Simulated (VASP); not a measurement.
## NiMoIrPdW under changes of volume

One of the cells (14.969 Å³/atom); the others are scaled copies at fixed shape and fractional positions:

```
CELL_PARAMETERS angstrom
2.36013 -1.44086 0.00912
2.36013 1.44086 0.00912
-2.22061 0.00000 10.99608
ATOMIC_POSITIONS crystal
Ni 0.49838 0.49838 0.29525
Mo 0.31773 0.31773 0.91207
Pd 0.24733 0.24733 0.49061
Ir 0.74982 0.74982 0.10802
W 0.68673 0.68673 0.69406
```

The cell was built by a generator and needn't be a form met in nature.

```yaml
Program: VASP 6.6.1
Functional: PBE
Potentials_or_basis: VASP PAW PBE potentials, release 64 (Ni, Mo_sv, Pd, Ir, W_sv)
Cutoff: 520 eV
k_mesh: 11 × 11 × 3
Occupations: fermi-dirac, width 0.05 eV
Spin: collinear spin, ferromagnetic start
Starting_moments: "[1.0, 1.0, 0.0, 0.6, 0.0] μB"
```

| volume (Å³/atom) | energy over the lowest point (meV/atom) | pressure (GPa) | largest force (eV/Å) |
| --- | --- | --- | --- |
| 13.795 | ? | ? | ? |
| 14.089 | 17.34 | 11.7 | 0.325 |
| 14.382 | 1.50 | 5.7 | 0.187 |
| 14.969 | 0.00 | -4.5 | 0.071 |
| 15.263 | 12.21 | -8.7 | 0.168 |
| 15.556 | 31.83 | -12.6 | 0.268 |

Task: What does the run at 13.795 Å³/atom give?

Result: Energy over the lowest point 44.88 meV/atom; pressure 18.5 GPa; largest force 0.474 eV/Å.

Worked out: A Birch-Murnaghan fit of order 3 (a polynomial in V^(-2/3)) to the other rows has its minimum at 14.69 Å³/atom with B0 = V·E''(V) = 253 GPa and B' = 4.7 at fixed shape and positions, which overstates the stiffness. It gives 44.96 meV/atom at 13.795 Å³/atom, against the run's 44.88, and -dE/dV = 18.5 GPa, against 18.5.

Energies are extrapolated to zero smearing.
